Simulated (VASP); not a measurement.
# TaTi3 (Pm-3m) in VASP: single point with LDA

Aim: the single point of TaTi3 with LDA.

Everything below comes from runs of VASP 6.6.1. Logs are shortened: lines on timing, memory, paths and dates and some standing lists are left out, and cuts for length are marked.

### 1 Starting point

Symmetry: Pm-3m, No. 221, cubic system. Conventional cell: a = 4.133 Å, b = 4.133 Å, c = 4.133 Å, α = 90.00°, β = 90.00°, γ = 90.00°. Around Ti (site symmetry 4/mmm) lie 8 Ti at 2.92 Å and 4 Ta at 2.92 Å. Around Ta (site symmetry m-3m) lie 12 Ti at 2.92 Å.

The cell comes from a database or a generator and needn't be the stable form of this composition.

### 2 Single point, LDA

INCAR reads:

```
SYSTEM = TaTi3
PREC = Accurate
ENCUT = 520
EDIFF = 1E-7
ISMEAR = -1
SIGMA = 0.1
LREAL = .FALSE.
LASPH = .TRUE.
NELM = 100
ALGO = Normal
ISIF = 2
LWAVE = .FALSE.
LCHARG = .FALSE.
NBANDS = 32
```

KPOINTS reads:

```
regular mesh
0
G
  5 5 5
  0 0 0
```

POSCAR reads:

```
TaTi3
1.0
    4.1330540000      0.0000000000      0.0000000000
    0.0000000000      4.1330540000      0.0000000000
    0.0000000000      0.0000000000      4.1330540000
Ti Ta
3 1
Direct
    0.0000000000      0.5000000000      0.5000000000
    0.5000000000      0.0000000000      0.5000000000
    0.5000000000      0.5000000000      0.0000000000
    0.0000000000      0.0000000000      0.0000000000
```

Potentials or basis: VASP PAW LDA potentials, release 64 (Ti_sv, Ta_pv).

Run with:

```console
> cat potpaw_LDA.64/Ti_sv/POTCAR potpaw_LDA.64/Ta_pv/POTCAR > POTCAR
> mpirun -np 1 vasp_std > vasp.out
```

OUTCAR:

```text
SYSTEM = TaTi3
   PREC = Accurate
   ENCUT = 520
   EDIFF = 1E-7
   ISMEAR = -1
   LREAL = .FALSE.
   LASPH = .TRUE.
   NELM = 100
   ISIF = 2

 ion  position               nearest neighbor table
   1  0.000  0.500  0.500-   4 2.92   4 2.92   4 2.92   4 2.92
   2  0.500  0.000  0.500-   4 2.92   4 2.92   4 2.92   4 2.92
   3  0.500  0.500  0.000-   4 2.92   4 2.92   4 2.92   4 2.92
   4  0.000  0.000  0.000-   1 2.92   2 2.92   3 2.92   1 2.92   2 2.92   1 2.92   3 2.92   1 2.92
                             2 2.92   3 2.92   2 2.92   3 2.92

  LATTYP: Found a simple cubic cell.
 ALAT       =     4.1330540000

  Lattice vectors:

 A1 = (   4.1330540000,   0.0000000000,   0.0000000000)
 A2 = (   0.0000000000,   4.1330540000,   0.0000000000)
 A3 = (   0.0000000000,   0.0000000000,   4.1330540000)

Analysis of symmetry for initial positions (statically):
=====================================================================
 Subroutine PRICEL returns:
 Original cell was already a primitive cell.

 Routine SETGRP: Setting up the symmetry group for a
 simple cubic supercell.

 Subroutine GETGRP returns: Found 48 space group operations
 (whereof 48 operations were pure point group operations)
 out of a pool of 48 trial point group operations.

The static configuration has the point symmetry O_h .

Analysis of symmetry for dynamics (positions and initial velocities):
=====================================================================
 Subroutine PRICEL returns:
 Original cell was already a primitive cell.

 Routine SETGRP: Setting up the symmetry group for a
 simple cubic supercell.

 Subroutine GETGRP returns: Found 48 space group operations
 (whereof 48 operations were pure point group operations)
 out of a pool of 48 trial point group operations.

The dynamic configuration has the point symmetry O_h .

 Subroutine INISYM returns: Found 48 space group operations
 (whereof 48 operations are pure point group operations),
 and found     1 'primitive' translations

----------------------------------------------------------------------------------------

                                     Primitive cell

  volume of cell :      70.6014

  direct lattice vectors                    reciprocal lattice vectors
     4.133054000  0.000000000  0.000000000     0.241951835  0.000000000  0.000000000
     0.000000000  4.133054000  0.000000000     0.000000000  0.241951835  0.000000000
     0.000000000  0.000000000  4.133054000     0.000000000  0.000000000  0.241951835

  length of vectors
     4.133054000  4.133054000  4.133054000     0.241951835  0.241951835  0.241951835

  position of ions in fractional coordinates (direct lattice)
     0.000000000  0.500000000  0.500000000
     0.500000000  0.000000000  0.500000000
     0.500000000  0.500000000  0.000000000
     0.000000000  0.000000000  0.000000000

  ion indices of the primitive-cell ions
   primitive index   ion index
                 1           1
                 2           2
                 3           3
                 4           4

----------------------------------------------------------------------------------------

 KPOINTS: regular mesh

Automatic generation of k-mesh.
 Grid dimensions read from file:
 generate k-points for:    5    5    5

 Generating k-lattice:

  Cartesian coordinates                     Fractional coordinates (reciprocal lattice)
     0.048390367  0.000000000  0.000000000     0.200000000  0.000000000  0.000000000
     0.000000000  0.048390367  0.000000000     0.000000000  0.200000000  0.000000000
     0.000000000  0.000000000  0.048390367     0.000000000  0.000000000  0.200000000

  Length of vectors
     0.048390367  0.048390367  0.048390367

  Shift w.r.t. Gamma in fractional coordinates (k-lattice)
     0.000000000  0.000000000  0.000000000

 Subroutine IBZKPT returns following result:
 ===========================================

 Found     10 irreducible k-points:

 Following reciprocal coordinates:
            Coordinates               Weight
  0.000000  0.000000  0.000000      1.000000
  0.200000  0.000000  0.000000      6.000000
  0.400000  0.000000  0.000000      6.000000
  0.200000  0.200000  0.000000     12.000000
  0.400000  0.200000  0.000000     24.000000
  0.400000  0.400000  0.000000     12.000000
  0.200000  0.200000  0.200000      8.000000
  0.400000  0.200000  0.200000     24.000000
  0.400000  0.400000  0.200000     24.000000
  0.400000  0.400000  0.400000      8.000000
   k-points           NKPTS =     10   k-points in BZ     NKDIM =     10   number of bands    NBANDS=     32
   number of dos      NEDOS =    301   number of ions     NIONS =      4
   total plane-waves  NPLWV =  32768
   dimension x,y,z NGX =    32 NGY =   32 NGZ =   32
   dimension x,y,z NGXF=    64 NGYF=   64 NGZF=   64
   ions per type =               3   1
   NGX,Y,Z   is equivalent  to a cutoff of  12.87, 12.87, 12.87 a.u.
   NGXF,Y,Z  is equivalent  to a cutoff of  25.74, 25.74, 25.74 a.u.
 SYSTEM =  TaTi3
   PREC   = accura    normal or accurate (medium, high low for compatibility)
   ISTART =      0    job   : 0-new  1-cont  2-samecut
   ICHARG =      2    charge: 1-file 2-atom 10-const
   ISPIN  =      1    spin polarized calculation?
   LNONCOLLINEAR =      F non collinear calculations
   LSORBIT =      F    spin-orbit coupling
   LASPH  =      T    aspherical Exc in radial PAW
   ENCUT  =  520.0 eV  38.22 Ry    6.18 a.u.   7.68  7.68  7.68*2*pi/ulx,y,z
   NELM   =    100;   NELMIN=  2; NELMDL= -5     # of ELM steps
   EDIFF  = 0.1E-06   stopping-criterion for ELM
   LREAL  =      F    real-space projection
   EDIFFG = 0.1E-05   stopping-criterion for IOM
   NSW    =      0    number of steps for IOM
   IBRION =     -1    ionic relax: 0-MD 1-quasi-New 2-CG
   NFREE  =      0    steps in history (QN), initial steepest desc. (CG)
   ISIF   =      2    stress and relaxation
   ISYM   =      2    0-nonsym 1-usesym 2-fastsym
   POTIM  = 0.5000    time-step for ionic-motion
   TEBEG  =    0.0;   TEEND  =   0.0 temperature during run
   PSTRESS=    0.0 pullay stress
   NELECT =      47.0000    total number of electrons
   NUPDOWN=      -1.0000    fix difference up-down
   EMIN   =  10.00;   EMAX   =-10.00  energy-range for DOS
   EFERMI =   0.00;   METHOD = LEGACY
   ISMEAR =    -1;   SIGMA  =   0.10  broadening in eV -4-tet -1-fermi 0-gaus
   EFERMI_NEDOS =   21; number of points for ismear=-14 and -15
   IALGO  =     38    algorithm
   IMIX   =      4    mixing-type and parameters
     AMIX     =   0.40;   BMIX     =  1.00
     AMIX_MAG =   1.60;   BMIX_MAG =  1.00
  volume/ion in A,a.u.               =      17.65       119.11
  Fermi-wavevector in a.u.,A,eV,Ry     =   1.429452  2.701273 27.801250  2.043334
  Thomas-Fermi vector in A             =   2.549404
   LORBIT       =      0    0 simple, 1 ext, 2 COOP (PROOUT), +10 PAW based schemes
   GGA     = CA    functional components
   LHFCALC =     F    Hartree Fock is set to
   AEXX    =    0.0000 exact exchange contribution
   IVDW    =     0    specifies the selected vdW correction
   LEPSILON=     F    determine dielectric tensor
   LRPA    =     F    only Hartree local field effects (RPA)
 non-spin polarized calculation
  energy-cutoff  :      520.00
  volume of cell :       70.60
 maximum number of plane-waves:      1935
 NGX is ok and might be reduce to    32
   NGX = 15   NGY = 15   NGZ = 15

 number of electron      47.0000007 magnetization

 Free energy of the ion-electron system (eV)
  ---------------------------------------------------
  ext. energy  EPLUGINS =         0.00000000
  ---------------------------------------------------
  free energy    TOTEN  =       -38.05318762 eV

  energy without entropy =      -37.83174979  energy(sigma->0) =      -37.94246870

 E-fermi :   7.3428     XC(G=0): -12.0237

 val. band max:        7.2616398373   @ k =   0.4000   0.2000   0.2000
 cond. band min:       7.3651447647   @ k =   0.2000   0.2000   0.2000
 fundamental gap:      0.1035049274
 Fermi energy:         7.3428353638

 k-point     1 :       0.0000    0.0000    0.0000
  band No.  band energies     occupation
      1     -48.6765      2.00000
      2     -48.5557      2.00000
      3     -48.5557      2.00000
      4     -26.5400      2.00000
      5     -26.5400      2.00000
      6     -26.5400      2.00000
[... 24 lines left out ...]
     31      10.7655      0.00000
     32      11.0867      0.00000

 k-point     2 :       0.2000    0.0000    0.0000
  band No.  band energies     occupation
      1     -48.6665      2.00000
      2     -48.5658      2.00000
      3     -48.5556      2.00000
      4     -26.5263      2.00000
      5     -26.5263      2.00000
      6     -26.5210      2.00000
[... 24 lines left out ...]
     31      10.3952      0.00000
     32      11.0171      0.00000

 k-point     3 :       0.4000    0.0000    0.0000
  band No.  band energies     occupation
      1     -48.6431      2.00000
      2     -48.5894      2.00000
      3     -48.5554      2.00000
      4     -26.5034      2.00000
      5     -26.5034      2.00000
      6     -26.4890      2.00000
[... 24 lines left out ...]
     31       9.8542      0.00000
     32       9.9532      0.00000

 k-point     4 :       0.2000    0.2000    0.0000
  band No.  band energies     occupation
      1     -48.6572      2.00000
      2     -48.5696      2.00000
      3     -48.5610      2.00000
      4     -26.5350      2.00000
      5     -26.5134      2.00000
      6     -26.4994      2.00000
[... 24 lines left out ...]
     31      10.1264      0.00000
     32      10.6988      0.00000

 k-point     5 :       0.4000    0.2000    0.0000
  band No.  band energies     occupation
      1     -48.6352      2.00000
      2     -48.5895      2.00000
      3     -48.5629      2.00000
      4     -26.5194      2.00000
      5     -26.4953      2.00000
      6     -26.4918      2.00000
[... 24 lines left out ...]
     31       9.6628      0.00000
     32       9.9336      0.00000

 k-point     6 :       0.4000    0.4000    0.0000
  band No.  band energies     occupation
      1     -48.6155      2.00000
      2     -48.5919      2.00000
      3     -48.5798      2.00000
      4     -26.5319      2.00000
      5     -26.5184      2.00000
      6     -26.4725      2.00000
[... 24 lines left out ...]
     31       9.2267      0.00000
     32       9.6319      0.00000

 k-point     7 :       0.2000    0.2000    0.2000
  band No.  band energies     occupation
      1     -48.6487      2.00000
      2     -48.5694      2.00000
      3     -48.5694      2.00000
      4     -26.5338      2.00000
      5     -26.5338      2.00000
      6     -26.4765      2.00000
[... 24 lines left out ...]
     31       9.6367      0.00000
     32      10.2007      0.00000

 k-point     8 :       0.4000    0.2000    0.2000
  band No.  band energies     occupation
      1     -48.6285      2.00000
      2     -48.5895      2.00000
      3     -48.5692      2.00000
      4     -26.5318      2.00000
      5     -26.5265      2.00000
      6     -26.4832      2.00000
[... 24 lines left out ...]
     31       9.3362      0.00000
     32       9.9694      0.00000

 k-point     9 :       0.4000    0.4000    0.2000
  band No.  band energies     occupation
      1     -48.6120      2.00000
      2     -48.5917      2.00000
      3     -48.5830      2.00000
      4     -26.5501      2.00000
      5     -26.5452      2.00000
      6     -26.5031      2.00000
[... 24 lines left out ...]
     31       8.7349      0.00000
     32      10.1197      0.00000

 k-point    10 :       0.4000    0.4000    0.4000
  band No.  band energies     occupation
      1     -48.6030      2.00000
      2     -48.5914      2.00000
      3     -48.5914      2.00000
      4     -26.5787      2.00000
      5     -26.5787      2.00000
      6     -26.5576      2.00000
[... 24 lines left out ...]
     31       8.1955      0.00040
     32      10.8153      0.00000

------------------------ aborting loop because EDIFF is reached ----------------------------------------

  FORCE on cell =-STRESS in cart. coord.  units (eV):
  Direction    XX          YY          ZZ          XY          YZ          ZX
  --------------------------------------------------------------------------------------
  -------------------------------------------------------------------------------------
  Total       -4.0489645     -4.0489645     -4.0489645     -0.0000000      0.0000000      0.0000000
  in kB      -91.8842995    -91.8842995    -91.8842995     -0.0000000      0.0000000      0.0000000
  external PRESSURE =     -91.8842995 kB  Pullay stress =       0.0000000 kB

 VOLUME and BASIS-vectors are now :
 -----------------------------------------------------------------------------
  energy-cutoff  :      520.00
  volume of cell :       70.60
      direct lattice vectors                 reciprocal lattice vectors
     4.133054000  0.000000000  0.000000000     0.241951835  0.000000000  0.000000000
     0.000000000  4.133054000  0.000000000     0.000000000  0.241951835  0.000000000
     0.000000000  0.000000000  4.133054000     0.000000000  0.000000000  0.241951835

 POSITION                                       TOTAL-FORCE (eV/Angst)
 -----------------------------------------------------------------------------------
      0.00000      2.06653      2.06653         0.000000      0.000000      0.000000
      2.06653      0.00000      2.06653         0.000000      0.000000      0.000000
      2.06653      2.06653      0.00000         0.000000      0.000000      0.000000
      0.00000      0.00000      0.00000         0.000000      0.000000      0.000000
 -----------------------------------------------------------------------------------
    total drift:                                0.000000     -0.000000     -0.000000

  FREE ENERGIE OF THE ION-ELECTRON SYSTEM (eV)
  ---------------------------------------------------
  free  energy   TOTEN  =       -38.0531876155 eV

  energy  without entropy=      -37.8317497882  energy(sigma->0) =      -37.94246870
```

Wall time 22 s (1 thread of Intel Xeon Platinum 8259CL at 2.50GHz (Skylake/Cascade Lake), shared host); peak memory 0.15 GiB.

Results:

```
Free energy            : -38.0532 eV
Pressure               : -9.2 GPa
Band gap on the k mesh : none (metal or under the smearing width)
```
